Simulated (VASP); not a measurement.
All values below come from PBEsol GGA, VASP's PBE PAW potentials (set 64) (plane waves; VASP 6.6.1).

A VASP calculation is set up with these files.

KPOINTS:
```
Automatic
0
Gamma
8 8 5
```

File POSCAR:
```
ZnO
1
    1.6009087889    -2.7728557883    -0.0000000000
    1.6009087889     2.7728557883    -0.0000000000
   -0.0000000000     0.0000000000     5.1671712173
Zn O
2 2
Direct
  0.6666670000   0.3333330000   0.5015003785
  0.3333330000   0.6666670000   0.0015003785
  0.6666670000   0.3333330000   0.8804996215
  0.3333330000   0.6666670000   0.3804996215
```

### INCAR
```
SYSTEM = ZnO
PREC = Accurate
ENCUT = 620
EDIFF = 1E-6
NELM = 100
ALGO = Normal
LREAL = .FALSE.
LASPH = .TRUE.
ISMEAR = 0
SIGMA = 0.05
GGA = PS
LMAXMIX = 4
LWAVE = .FALSE.
LCHARG = .FALSE.
IBRION = 2
ISIF = 3
NSW = 40
EDIFFG = -0.02
PSTRESS = 50
```

POTCAR, in this order: Zn O (PBE.64 set). Program: vasp_std.

Output

### OSZICAR
```
       N       E                     dE             d eps       ncg     rms          rms(c)
DAV:   1     0.304298205843E+03    0.30430E+03   -0.20985E+04  1328   0.271E+03
DAV:   2     0.106978418481E+02   -0.29360E+03   -0.28268E+03  1392   0.475E+02
DAV:   3    -0.215325899644E+02   -0.32230E+02   -0.31982E+02  1554   0.164E+02
DAV:   4    -0.221921454786E+02   -0.65956E+00   -0.65878E+00  1464   0.247E+01
DAV:   5    -0.221970458211E+02   -0.49003E-02   -0.49002E-02  1548   0.208E+00    0.154E+01
DAV:   6    -0.192955582695E+02    0.29015E+01   -0.10053E+01  2362   0.706E+01    0.100E+01
DAV:   7    -0.194322728198E+02   -0.13671E+00   -0.23139E+00  1364   0.182E+01    0.584E+00
DAV:   8    -0.194425773342E+02   -0.10305E-01   -0.71337E-01  1998   0.853E+00    0.171E+00
DAV:   9    -0.193875850191E+02    0.54992E-01   -0.15208E-01  2114   0.726E+00    0.355E-01
DAV:  10    -0.193902334189E+02   -0.26484E-02   -0.50939E-02  1376   0.176E+00    0.142E-01
DAV:  11    -0.193901059972E+02    0.12742E-03   -0.19942E-03  1884   0.817E-01    0.350E-02
DAV:  12    -0.193901347603E+02   -0.28763E-04   -0.25368E-04  1598   0.356E-01    0.136E-02
DAV:  13    -0.193901379954E+02   -0.32351E-05   -0.20204E-05  1476   0.915E-02    0.791E-03
DAV:  14    -0.193901388507E+02   -0.85536E-06   -0.30724E-06  1342   0.236E-02
   1 F= -.17958491E+02 E0= -.17958491E+02  d E =-.179585E+02
```

OUTCAR:
```
------------------------ aborting loop because EDIFF is reached ----------------------------------------
  FORCE on cell =-STRESS in cart. coord.  units (eV):
  Direction    XX          YY          ZZ          XY          YZ          ZX
  --------------------------------------------------------------------------------------
  Total        1.3889071      1.3889075      1.3955238      0.0000000      0.0000000      0.0000000
  in kB       48.5072943     48.5073093     48.7383817      0.0000000      0.0000000      0.0000000
  external PRESSURE =      -1.4156716 kB  Pullay stress =      50.0000000 kB
  volume of cell :       45.88
      direct lattice vectors                 reciprocal lattice vectors
     1.600908789 -2.772855788  0.000000000     0.312322603 -0.180319511  0.000000000
     1.600908789  2.772855788  0.000000000     0.312322603  0.180319511  0.000000000
     0.000000000  0.000000000  5.167171217     0.000000000  0.000000000  0.193529488
  FREE ENERGIE OF THE ION-ELECTRON SYSTEM (eV)
  ---------------------------------------------------
  free  energy   TOTEN  =       -19.3901388507 eV

  energy  without entropy=      -19.3901388507  energy(sigma->0) =      -19.39013885
  enthalpy is  TOTEN    =       -17.9584912094 eV   P V=        1.4316476413

 reached required accuracy - stopping structural energy minimisation
```
(Selected blocks of OUTCAR.)

The compound is ZnO in the wurtzite structure. It was relaxed first under an external pressure of 5 GPa.
